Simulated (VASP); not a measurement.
OSZICAR of a VASP run on Si2Ag (space group Cmcm):

### OSZICAR
```
...
DAV:   1    -0.242296276688E+02   -0.12198E-02   -0.86060E-02  1375   0.180E+00    0.131E-01
DAV:   2    -0.242293257153E+02    0.30195E-03   -0.10890E-03  1494   0.262E-01    0.712E-02
DAV:   3    -0.242291864945E+02    0.13922E-03   -0.17835E-04  1445   0.107E-01    0.232E-02
DAV:   4    -0.242291785629E+02    0.79317E-05   -0.19549E-05  1473   0.339E-02    0.143E-02
DAV:   5    -0.242291781757E+02    0.38714E-06   -0.11120E-06   754   0.726E-03
  38 F= -.24229178E+02 E0= -.24185454E+02  d E =-.770301E-03
       N       E                     dE             d eps       ncg     rms          rms(c)
DAV:   1    -0.242355196809E+02   -0.63411E-02   -0.77655E-01  1375   0.540E+00    0.392E-01
DAV:   2    -0.242328074972E+02    0.27122E-02   -0.97361E-03  1494   0.782E-01    0.214E-01
DAV:   3    -0.242315436054E+02    0.12639E-02   -0.16505E-03  1452   0.325E-01    0.686E-02
DAV:   4    -0.242314784242E+02    0.65181E-04   -0.17067E-04  1487   0.981E-02    0.428E-02
DAV:   5    -0.242314761976E+02    0.22266E-05   -0.10721E-05  1424   0.214E-02    0.189E-02
DAV:   6    -0.242314762963E+02   -0.98710E-07   -0.14051E-06   768   0.845E-03
  39 F= -.24231476E+02 E0= -.24187803E+02  d E =-.306842E-02
       N       E                     dE             d eps       ncg     rms          rms(c)
DAV:   1    -0.242517527446E+02   -0.20277E-01   -0.31251E+00  1368   0.108E+01    0.787E-01
DAV:   2    -0.242408329715E+02    0.10920E-01   -0.39083E-02  1480   0.156E+00    0.429E-01
DAV:   3    -0.242356967187E+02    0.51363E-02   -0.68447E-03  1459   0.657E-01    0.135E-01
DAV:   4    -0.242354559488E+02    0.24077E-03   -0.68061E-04  1508   0.190E-01    0.850E-02
DAV:   5    -0.242354479503E+02    0.79986E-05   -0.44422E-05  1396   0.430E-02    0.372E-02
DAV:   6    -0.242354488167E+02   -0.86646E-06   -0.66679E-06  1431   0.167E-02
  40 F= -.24235449E+02 E0= -.24191053E+02  d E =-.704094E-02
       N       E                     dE             d eps       ncg     rms          rms(c)
DAV:   1    -0.243111911652E+02   -0.75743E-01   -0.12692E+01  1375   0.218E+01    0.159E+00
DAV:   2    -0.242661231385E+02    0.45068E-01   -0.16316E-01  1438   0.314E+00    0.867E-01
DAV:   3    -0.242454102267E+02    0.20713E-01   -0.27590E-02  1438   0.130E+00    0.279E-01
DAV:   4    -0.242442469440E+02    0.11633E-02   -0.28543E-03  1494   0.388E-01    0.171E-01
DAV:   5    -0.242442152610E+02    0.31683E-04   -0.20368E-04  1403   0.916E-02    0.727E-02
DAV:   6    -0.242442191365E+02   -0.38756E-05   -0.33458E-05  1452   0.358E-02    0.102E-02
DAV:   7    -0.242442184860E+02    0.65053E-06   -0.26507E-06  1092   0.113E-02
  41 F= -.24244218E+02 E0= -.24198432E+02  d E =-.158106E-01
       N       E                     dE             d eps       ncg     rms          rms(c)
DAV:   1    -0.245264419336E+02   -0.28222E+00   -0.52239E+01  1389   0.445E+01    0.330E+00
DAV:   2    -0.243337664466E+02    0.19268E+00   -0.73092E-01  1482   0.646E+00    0.178E+00
DAV:   3    -0.242470249451E+02    0.86742E-01   -0.11278E-01  1445   0.255E+00    0.604E-01
DAV:   4    -0.242403971104E+02    0.66278E-02   -0.13702E-02  1487   0.847E-01    0.352E-01
DAV:   5    -0.242402701683E+02    0.12694E-03   -0.11416E-03  1447   0.207E-01    0.145E-01
DAV:   6    -0.242402789916E+02   -0.88233E-05   -0.21050E-04  1480   0.766E-02    0.158E-02
DAV:   7    -0.242402759467E+02    0.30450E-05   -0.14525E-05  1473   0.203E-02    0.103E-02
DAV:   8    -0.242402758339E+02    0.11273E-06   -0.26516E-06  1227   0.707E-03
  42 F= -.24240276E+02 E0= -.24200959E+02  d E =-.118680E-01
       N       E                     dE             d eps       ncg     rms          rms(c)
DAV:   1    -0.244155472258E+02   -0.17527E+00   -0.26757E+01  1389   0.317E+01    0.245E+00
DAV:   2    -0.243002028356E+02    0.11534E+00   -0.37595E-01  1503   0.472E+00    0.129E+00
DAV:   3    -0.242524652227E+02    0.47738E-01   -0.70563E-02  1438   0.198E+00    0.443E-01
DAV:   4    -0.242494003150E+02    0.30649E-02   -0.75074E-03  1501   0.620E-01    0.264E-01
DAV:   5    -0.242492811947E+02    0.11912E-03   -0.83358E-04  1445   0.200E-01    0.117E-01
DAV:   6    -0.242492799867E+02    0.12080E-05   -0.17571E-04  1496   0.915E-02    0.168E-02
DAV:   7    -0.242492785856E+02    0.14011E-05   -0.10574E-05  1494   0.226E-02    0.866E-03
DAV:   8    -0.242492778746E+02    0.71102E-06   -0.20644E-06   936   0.626E-03
  43 F= -.24249278E+02 E0= -.24204573E+02  d E =-.208700E-01
       N       E                     dE             d eps       ncg     rms          rms(c)
DAV:   1    -0.242900393961E+02   -0.40761E-01   -0.67766E+00  1375   0.159E+01    0.120E+00
DAV:   2    -0.242634878562E+02    0.26552E-01   -0.91622E-02  1525   0.232E+00    0.643E-01
DAV:   3    -0.242517709249E+02    0.11717E-01   -0.16262E-02  1445   0.973E-01    0.210E-01
DAV:   4    -0.242510657714E+02    0.70515E-03   -0.17165E-03  1487   0.294E-01    0.128E-01
DAV:   5    -0.242510438171E+02    0.21954E-04   -0.15509E-04  1455   0.788E-02    0.548E-02
DAV:   6    -0.242510448841E+02   -0.10670E-05   -0.31880E-05  1502   0.322E-02    0.621E-03
DAV:   7    -0.242510444409E+02    0.44316E-06   -0.19877E-06  1091   0.845E-03
  44 F= -.24251044E+02 E0= -.24208922E+02  d E =-.226366E-01
       N       E                     dE             d eps       ncg     rms          rms(c)
DAV:   1    -0.242578069017E+02   -0.67620E-02   -0.10549E+00  1389   0.628E+00    0.480E-01
DAV:   2    -0.242534425093E+02    0.43644E-02   -0.14429E-02  1518   0.924E-01    0.255E-01
DAV:   3    -0.242515751700E+02    0.18673E-02   -0.26670E-03  1445   0.390E-01    0.842E-02
DAV:   4    -0.242514623874E+02    0.11278E-03   -0.27671E-04  1494   0.118E-01    0.514E-02
DAV:   5    -0.242514588632E+02    0.35242E-05   -0.27015E-05  1432   0.346E-02    0.224E-02
DAV:   6    -0.242514589272E+02   -0.64033E-07   -0.56821E-06  1410   0.153E-02
  45 F= -.24251459E+02 E0= -.24208265E+02  d E =-.230511E-01
       N       E                     dE             d eps       ncg     rms          rms(c)
DAV:   1    -0.242616492665E+02   -0.10190E-01   -0.14962E+00  1396   0.738E+00    0.535E-01
DAV:   2    -0.242559553089E+02    0.56940E-02   -0.18685E-02  1487   0.120E+00    0.281E-01
DAV:   3    -0.242538887244E+02    0.20666E-02   -0.26384E-03  1452   0.393E-01    0.103E-01
DAV:   4    -0.242536358901E+02    0.25283E-03   -0.44280E-04  1445   0.156E-01    0.551E-02
DAV:   5    -0.242536312544E+02    0.46357E-05   -0.34943E-05  1432   0.393E-02    0.315E-02
DAV:   6    -0.242536318461E+02   -0.59166E-06   -0.52472E-06  1361   0.139E-02
  46 F= -.24253632E+02 E0= -.24211499E+02  d E =-.217292E-02
       N       E                     dE             d eps       ncg     rms          rms(c)
DAV:   1    -0.242568633436E+02   -0.32321E-02   -0.51273E-01  1389   0.432E+00    0.316E-01
DAV:   2    -0.242548578794E+02    0.20055E-02   -0.65371E-03  1494   0.714E-01    0.165E-01
DAV:   3    -0.242541484772E+02    0.70940E-03   -0.91330E-04  1431   0.230E-01    0.618E-02
DAV:   4    -0.242540571098E+02    0.91367E-04   -0.15850E-04  1445   0.932E-02    0.325E-02
DAV:   5    -0.242540556257E+02    0.14840E-05   -0.12699E-05  1439   0.235E-02    0.186E-02
DAV:   6    -0.242540559007E+02   -0.27498E-06   -0.16677E-06   750   0.800E-03
  47 F= -.24254056E+02 E0= -.24212513E+02  d E =-.259697E-02
       N       E                     dE             d eps       ncg     rms          rms(c)
DAV:   1    -0.242569897827E+02   -0.29342E-02   -0.12617E-01  1389   0.227E+00    0.232E-01
DAV:   2    -0.242560852623E+02    0.90452E-03   -0.45064E-03  1536   0.745E-01    0.101E-01
DAV:   3    -0.242559574739E+02    0.12779E-03   -0.30534E-04  1425   0.131E-01    0.557E-02
DAV:   4    -0.242558904761E+02    0.66998E-04   -0.11551E-04  1417   0.773E-02    0.150E-02
DAV:   5    -0.242558887207E+02    0.17554E-05   -0.11857E-05  1494   0.351E-02    0.112E-02
DAV:   6    -0.242558879568E+02    0.76391E-06   -0.16139E-06   712   0.108E-02
  48 F= -.24255888E+02 E0= -.24214209E+02  d E =-.183206E-02
       N       E                     dE             d eps       ncg     rms          rms(c)
DAV:   1    -0.242683818055E+02   -0.12493E-01   -0.11401E+00  1389   0.684E+00    0.693E-01
DAV:   2    -0.242602974322E+02    0.80844E-02   -0.39941E-02  1543   0.223E+00    0.303E-01
DAV:   3    -0.242591843093E+02    0.11131E-02   -0.27222E-03  1411   0.385E-01    0.169E-01
DAV:   4    -0.242586099655E+02    0.57434E-03   -0.10246E-03  1438   0.232E-01    0.448E-02
DAV:   5    -0.242585971616E+02    0.12804E-04   -0.10717E-04  1508   0.105E-01    0.334E-02
DAV:   6    -0.242585957402E+02    0.14214E-05   -0.15074E-05  1438   0.322E-02    0.504E-03
DAV:   7    -0.242585957101E+02    0.30060E-07   -0.11063E-06   740   0.117E-02
  49 F= -.24258596E+02 E0= -.24216430E+02  d E =-.453981E-02
       N       E                     dE             d eps       ncg     rms          rms(c)
DAV:   1    -0.242692801968E+02   -0.10684E-01   -0.23419E-01  1487   0.427E+00    0.648E-01
DAV:   2    -0.242604100271E+02    0.88702E-02   -0.41577E-02  1396   0.246E+00    0.322E-01
DAV:   3    -0.242599977382E+02    0.41229E-03   -0.20665E-03  1431   0.317E-01    0.195E-01
DAV:   4    -0.242597494862E+02    0.24825E-03   -0.10184E-03  1396   0.213E-01    0.314E-02
DAV:   5    -0.242597295040E+02    0.19982E-04   -0.13821E-04  1431   0.134E-01    0.264E-02
DAV:   6    -0.242597315822E+02   -0.20783E-05   -0.20946E-05  1396   0.263E-02    0.470E-03
DAV:   7    -0.242597317228E+02   -0.14056E-06   -0.54722E-07   740   0.520E-03
  50 F= -.24259732E+02 E0= -.24217562E+02  d E =-.113601E-02
```

Task: Which electronic solver shows in the log?

Result: It is blocked Davidson (ALGO = Normal, or the opening steps of other solvers). The INCAR had ALGO = Normal.

Task: Can the final energy be trusted as converged?

Result: Convergence was not reached. It stopped with EDIFF = 1E-6, NELM = 100, NSW = 50 and EDIFFG = -0.01 after 50 ionic steps (PBE GGA, plane waves, VASP's PBE PAW potentials (set 64)). The run did not end as a converged relaxation. At this cut-off the stress carries a Pulay error, which pulls relaxed volumes low. Energy and stress use the plane-wave basis of the starting cell.

The structure was generated: Si2Ag was put into an ordered model structure, which need not be its known phase. This run relaxes it. Symmetry was kept, so distortions that lower it aren't found. The k-mesh is coarse (spacing up to 0.35 per Å, 2π included), so the numbers may not be converged in it. The run is one of a series of settings (EDIFFG = -0.01, IBRION = 2, ISIF = 3, NSW = 50 against the base run), some of them coarse on purpose.
